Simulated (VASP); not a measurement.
Input:

```xyz
2
Lattice="2.7460 0.0000 0.0000 -1.3730 2.3781 0.0000 0.0000 0.0000 4.3283" Properties=species:S:1:pos:R:3 pbc="T T T"
Ru     0.0000     1.5854     1.0821
Ru     1.3730     0.7927     3.2462
```

The numbers are results of PBE GGA, VASP's PBE PAW potentials (set 64) (plane waves; VASP), not measurements. Run with 420 eV cut-off, 15×15×9 Γ-centred mesh, Gaussian smearing of 0.14 eV, potentials Ru_pv.

Energy and stress use the plane-wave basis of the starting cell.

Task: The ions, cell shape and volume are relaxed. Predict the relaxed structure.

Result: 
```xyz
2
Lattice="2.7179 0.0000 0.0000 -1.3590 2.3538 0.0000 0.0000 0.0000 4.2963" Properties=species:S:1:pos:R:3 pbc="T T T"
Ru     0.0000     1.5692     1.0741
Ru     1.3590     0.7846     3.2223
```
Space group P6_3/mmc (194), at a tolerance of 0.03 Å.

Task: How do energy and volume change from the first to the last step?

Result: The energy (σ→0) changes by -10.6 meV/atom and the volume by -2.8 %, in 9 ionic steps.

```json
[
 {"step": "1", "E(σ→0) (eV)": "-18.4534", "max force (eV/Å)": "0.000", "pressure (GPa)": "-8.30", "volume (Å³)": "28.27"},
 {"step": "2", "E(σ→0) (eV)": "-18.2868", "max force (eV/Å)": "0.000", "pressure (GPa)": "30.88", "volume (Å³)": "25.38"},
 {"step": "3", "E(σ→0) (eV)": "-18.4744", "max force (eV/Å)": "0.000", "pressure (GPa)": "-0.27", "volume (Å³)": "27.51"},
 {"step": "4", "E(σ→0) (eV)": "-18.4744", "max force (eV/Å)": "0.000", "pressure (GPa)": "-0.02", "volume (Å³)": "27.49"},
 {"step": "5", "E(σ→0) (eV)": "-18.4744", "max force (eV/Å)": "0.000", "pressure (GPa)": "0.16", "volume (Å³)": "27.48"},
 {"step": "6", "E(σ→0) (eV)": "-18.4746", "max force (eV/Å)": "0.000", "pressure (GPa)": "0.15", "volume (Å³)": "27.47"},
 {"step": "7", "E(σ→0) (eV)": "-18.4746", "max force (eV/Å)": "0.000", "pressure (GPa)": "0.15", "volume (Å³)": "27.47"},
 {"step": "8", "E(σ→0) (eV)": "-18.4745", "max force (eV/Å)": "0.000", "pressure (GPa)": "-0.33", "volume (Å³)": "27.51"},
 {"step": "9", "E(σ→0) (eV)": "-18.4746", "max force (eV/Å)": "0.000", "pressure (GPa)": "0.01", "volume (Å³)": "27.49"}
]
```

The structure comes from a computed database's Ru entry; how it stands against other phases isn't given here. This run relaxes it. Symmetry was kept, so distortions that lower it aren't found. The run is one of a series of settings (EDIFF = 1E-09, EDIFFG = -0.005, ENCUT = 420, IBRION = 2, ISIF = 3, NSW = 50, KPOINTS 15×15×9 Γ-centred mesh against the base run), some of them coarse on purpose.
